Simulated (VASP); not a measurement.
Si, 2 atoms in the cell. It takes space group Fd-3m (No. 227, cubic). The conventional cell has a = 5.436 Å, b = 5.436 Å, c = 5.436 Å, α = 90.00°, β = 90.00°, γ = 90.00°. Si (site symmetry -43m) is surrounded by 4 Si at 2.35 Å. 

```yaml
Program: VASP 6.6.1
Task: relaxation of cell and atoms
Functional: PBEsol
Potentials_or_basis: VASP PAW PBE potentials, release 64 (Si)
Cutoff: 600 eV
k_mesh: 10 × 10 × 10
Occupations: gaussian, width 0.03 eV
Spin: no spin polarisation
Further_INCAR_settings: ALGO = Normal; EDIFF = 1e-07; IBRION = 2; EDIFFG = -0.005; NSW = 90; ISIF = 3
```

Potentials or basis: VASP PAW PBE potentials, release 64 (Si).

Command:

```sh
$ cat potpaw_PBE.64/Si/POTCAR > POTCAR
$ mpirun -np 1 vasp_std > vasp.out
```

Hardware: 1 thread of Intel(R) Xeon(R) 6975P-C (Granite Rapids), on a shared host.

Task: How long does it take, and how much memory?

Result: Wall time 5.6 s on 1 thread of Intel(R) Xeon(R) 6975P-C (Granite Rapids), on a shared host, peak memory 0.17 GiB. Counts: scf iterations 12, k points 47, ion steps 1.
